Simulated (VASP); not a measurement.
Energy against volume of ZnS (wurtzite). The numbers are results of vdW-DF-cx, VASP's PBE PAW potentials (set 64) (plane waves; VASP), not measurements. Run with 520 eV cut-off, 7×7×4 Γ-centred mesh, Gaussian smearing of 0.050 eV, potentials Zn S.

Shape and ions are relaxed at each volume.

```
V (Å³/atom)  E (eV/atom)
-----------  -----------
18.927          -1.22689
19.513          -1.23133
20.098          -1.22745
20.683          -1.21652
```

### Question
Fit these four points and predict the energy of the run at 18.342 Å³/atom.

### Answer
A cubic in V^(−2/3), the third-order Birch-Murnaghan form, passes through the four points with V0 = 19.52 Å³/atom and B0 = 76 GPa, and gives -1.2127 eV/atom there. The run gave -1.2127 eV/atom, -0.0 meV/atom from the fit; all five points give B0 = 76 GPa.

The compound is ZnS in the wurtzite structure, the high-temperature form. It was relaxed first.
